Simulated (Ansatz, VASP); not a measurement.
# SnSe2 in two plane-wave programs, part 2 of 2

One calculation is typed for both programs; each brings its own data sets. How far apart do they land? The cell is taken from a series of runs on this material, whose earlier steps may have relaxed, scaled, displaced or heated it; both programs get it as it stands.

VASP 6.6.1 and Ansatz 0.2.0.

So far. Step 2 (VASP: single point, PBE): The run ends at a pressure of 2.75 GPa, with forces up to 0.020 eV/Å. Step 6 (VASP: single point, LDA): The run ends at a pressure of -1.83 GPa, with forces up to 0.22 eV/Å.

## (7) Differences

What differs besides the data sets and the points named for the pairs above, as far as they apply: fixed occupations in Ansatz, narrow Gaussian smearing in VASP; the data sets hold 46 valence electrons in Ansatz (on its PAW soft_1 files) and 26 in VASP; VASP's log shows a relativistic correction to its local exchange, Ansatz's none. Total energies have different zeros and are not compared.

Compared:

```tsv
quantity	Ansatz	VASP	difference
pressure (GPa)	-1.98	-1.83	-0.15
gap on the k mesh (eV)	0.486	0.496	-0.011
```

Forces (eV/Å; atoms numbered as in POSCAR):

```tsv
atom	Ansatz x, y, z	VASP x, y, z
Sn1	0.000, 0.000, 0.000	0.000, 0.000, 0.000
Se2	0.000, 0.000, -0.243	0.000, 0.000, -0.224
Se3	0.000, 0.000, 0.243	0.000, 0.000, 0.224
```

The forces differ by 8.7 meV/Å r.m.s., which is 8.3 % of the r.m.s. force of 0.106 eV/Å (both taken over all components). A gap on the mesh is an upper bound, since the band edges may lie between its points.

## (8) Ansatz: single point, PBEsol

With cell and atoms fixed, the geometry can't cause a difference; cores, projectors, grids and the points listed under the comparison can.

The cell is taken from a series of runs on this material, whose earlier steps may have relaxed, scaled, displaced or heated it; both programs get it as it stands.

input.yaml reads:

```yaml
crystal:
  lattice:
    - [3.811, 0.0, 0.0]
    - [-1.9055, 3.3004228138, 0.0]
    - [0.0, 0.0, 6.136]
  atoms:
    - { symbol: Sn, position: [0.0, 0.0, 0.0] }
    - { symbol: Se, position: [0.3333333333, 0.6666666667, 0.2614399677] }
    - { symbol: Se, position: [0.6666666667, 0.3333333333, 0.7385600323] }
kpoints:
  mp_grid: { grid: [12, 12, 4] }
  band_path:
    path:
      - [0.0, 0.0, 0.0]
      - [0.5, 0.0, 0.0]
      - [0.33333333, 0.33333333, 0.0]
      - [0.0, 0.0, 0.5]
      - [0.5, 0.0, 0.5]
      - [0.33333333, 0.33333333, 0.5]
      - [0.0833333333, 0.0833333333, 0.0]
      - [0.5, 0.0, 0.35]
    npoints: 1
hamiltonian:
  xc: pbesol
  pseudopotentials: { kind: paw, azcp: { folder: soft_1 }, xc_functional: pbe }
scf:
  occupations: { method: fixed }
  n_extra_bands: 5
output:
  eigenvalues: true
  forces: true
  stress: true
```

On the command line:

```
ansatz run input.yaml --threads 3 --pin off --max-ram 92160MiB --backend cuda --events-out ev --progress --plain --runs-dir out --devices 1 --max-vram 13GiB
```

Numbers of over 12 decimals in the logs are rounded to 6 here.

The program printed:

```text
[...]
GPUs: using 1 of 1 available (devices: 1).
[...]
GPU FFT provider: cuFFT
GPU libraries: cuBLAS 13.8.2, cuFFT 12.4.0, cuSOLVER 12.3.4
Crystal: 3 atoms, lattice volume = 77.178 Å³
Basis set: ecut = 420 eV, 1485 PW (Γ), exchange–correlation on 54×54×90 points (8 copies of the dense FFT grid, shifted against one another)
[...]
k-point 0: bands = [... 19 lower, 7.2771, 7.4882, 7.4882, 7.6640, 8.6651, 10.8420, 12.4285, 12.4285, ... 1 higher]
  k-point 1: bands = [... 19 lower, 7.1910, 7.1910, 7.6128, 7.6128, 9.6729, 10.8251, 12.2628, 12.2628, ... 1 higher]
  k-point 2: bands = [... 19 lower, 7.1398, 7.1398, 7.7040, 7.7040, 10.3272, 10.7041, 12.1071, 12.1071, ... 1 higher]
  k-point 68: bands = [... 19 lower, 3.6079, 4.0626, 7.4063, 7.4063, 10.0355, 12.0079, 12.0079, 13.5611, ... 1 higher]
[key lines of the parts left out:]
SCF converged after 8 iterations
Free energy (F): -16799.306724 eV
Fermi energy:    7.846025 eV
P = ⅓ Tr σ = -0.3334 GPa (-3.334 kbar)
```

## (9) VASP: single point, PBEsol

The same cell, functional and mesh now go to VASP, with its own data sets.

INCAR reads:

```
SYSTEM = SnSe2
PREC = Accurate
ENCUT = 500
EDIFF = 1E-06
NELM = 120
ISMEAR = 0
SIGMA = 0.01
LREAL = .FALSE.
ALGO = Normal
GGA = PS
NBANDS = 19
LORBIT = 11
LWAVE = .FALSE.
LCHARG = .FALSE.
ISIF = 2
LASPH = .TRUE.
GGA_COMPAT = .FALSE.
EFERMI = MIDGAP
KPAR = 2
```

POSCAR reads:

```
SnSe2
1.0
    3.8110000000      0.0000000000      0.0000000000
   -1.9055000000      3.3004228138      0.0000000000
    0.0000000000      0.0000000000      6.1360000000
Sn Se
1 2
Direct
    0.0000000000      0.0000000000      0.0000000000
    0.3333333333      0.6666666667      0.2614399677
    0.6666666667      0.3333333333      0.7385600323
```

KPOINTS reads:

```
Automatic mesh
0
Gamma
12 12 4
0 0 0
```

PAW data sets: Sn_d and Se (PBE family, release 64).

On the command line:

```
mpirun -np 2 vasp_std
```

The program printed:

```text
[banner, memory and clock lines left out]
running    2 mpi-ranks, on    1 nodes
[...]
[... a notice as in an earlier step ...]

 LDA part: xc-table for (Slater+PW92), standard interpolation
 POSCAR, INCAR and KPOINTS ok, starting setup
[...]
entering main loop
       N       E                     dE             d eps       ncg     rms          rms(c)
DAV:   1     0.197957401397E+03    0.19796E+03   -0.12061E+04  2693   0.152E+03
DAV:   2     0.871976217112E+01   -0.18924E+03   -0.18332E+03  2866   0.386E+02
DAV:   3    -0.124953414034E+02   -0.21215E+02   -0.20783E+02  3214   0.114E+02
DAV:   4    -0.132223813134E+02   -0.72704E+00   -0.72570E+00  3150   0.221E+01
[...]
DAV:  10    -0.129820882412E+02   -0.48873E-06   -0.96646E-05  3294   0.639E-02    0.281E-02
DAV:  11    -0.129820989823E+02   -0.10741E-04   -0.21615E-05  2757   0.268E-02    0.619E-03
DAV:  12    -0.129820990279E+02   -0.45667E-07   -0.10096E-06  2029   0.794E-03
   1 F= -.12982099E+02 E0= -.12982099E+02  d E =0.000000E+00
```

OUTCAR, selected parts (step 9):

```text
  Total        0.0137207      0.0137207     -0.3407461     -0.0000000      0.0000000      0.0000000
  in kB        0.2848337      0.2848337     -7.0737153     -0.0000000      0.0000000      0.0000000
  external PRESSURE =      -2.1680159 kB  Pullay stress =       0.0000000 kB

 POSITION                                       TOTAL-FORCE (eV/Angst)
 -----------------------------------------------------------------------------------
      0.00000      0.00000      0.00000         0.000000      0.000000      0.000000
     -0.00000      2.20028      1.60420        -0.000000     -0.000000     -0.122738
      1.90550      1.10014      4.53180         0.000000      0.000000      0.122738
 -----------------------------------------------------------------------------------
    total drift:                                0.000000     -0.000000      0.000000

  FREE ENERGIE OF THE ION-ELECTRON SYSTEM (eV)
  ---------------------------------------------------
  free  energy   TOTEN  =       -12.9820990279 eV

  energy  without entropy=      -12.9820990279  energy(sigma->0) =      -12.98209903

[... 2 parts as in an earlier step ...]

[... 1 further part left out ...]
[key lines of the parts left out:]
E-fermi :   4.4202
```

The run ends at a pressure of -0.22 GPa, with forces up to 0.12 eV/Å.

## (10) Comparison

What differs besides the data sets and the points named for the pairs above, as far as they apply: the data sets hold 46 valence electrons in Ansatz (on its PAW soft_1 files) and 26 in VASP; Ansatz makes its cores anew for this functional, VASP keeps those of its PBE data sets. Total energies have different zeros and are not compared.

The two programs side by side:

```tsv
quantity	Ansatz	VASP	difference
pressure (GPa)	-0.33	-0.22	-0.12
gap on the k mesh (eV)	0.552	0.548	+0.004
```

Forces (eV/Å; atoms numbered as in POSCAR):

```tsv
atom	Ansatz x, y, z	VASP x, y, z
Sn1	0.000, 0.000, 0.000	0.000, 0.000, 0.000
Se2	0.000, 0.000, -0.142	0.000, 0.000, -0.123
Se3	0.000, 0.000, 0.142	0.000, 0.000, 0.123
```

The forces differ by 9.2 meV/Å r.m.s., which is 16.0 % of the r.m.s. force of 0.058 eV/Å (both taken over all components). A gap on the mesh is an upper bound, since the band edges may lie between its points.

## (11) What came out

| Quantity | Value |
| --- | --- |
| difference in gap on the k mesh (single point, PBE) | 0.0036 eV |
| r.m.s. force difference (single point, PBE) | 7.0 meV/Å |
| r.m.s. force difference (single point, LDA) | 8.7 meV/Å |
| r.m.s. force difference (single point, PBEsol) | 9.2 meV/Å |

In words: The r.m.s. force difference is 9.2 meV/Å (single point, PBEsol), within the 12 meV/Å picked in this series as the mark of a large difference. The data sets hold unlike numbers of valence electrons (46 in Ansatz and 26 in VASP), so part of the differences may come from the potentials. 1 further pair of this series is not shown here. Such differences can come from data sets, numerical settings and the points named under the comparisons, not from the functional's error against experiment.

[Lines on the potential files, build, host, timing and source positions are cut from VASP's logs without a mark.]

[Logs are printed without paths, hosts, clocks, repeated set-up lines and the standing remarks that a program may print on its own settings, such as how far it seeks lower states.]

[Hosts, paths, dates, database ids (printed as entryN), source tags and the programs' standing remarks are cut or masked in the printed files.]
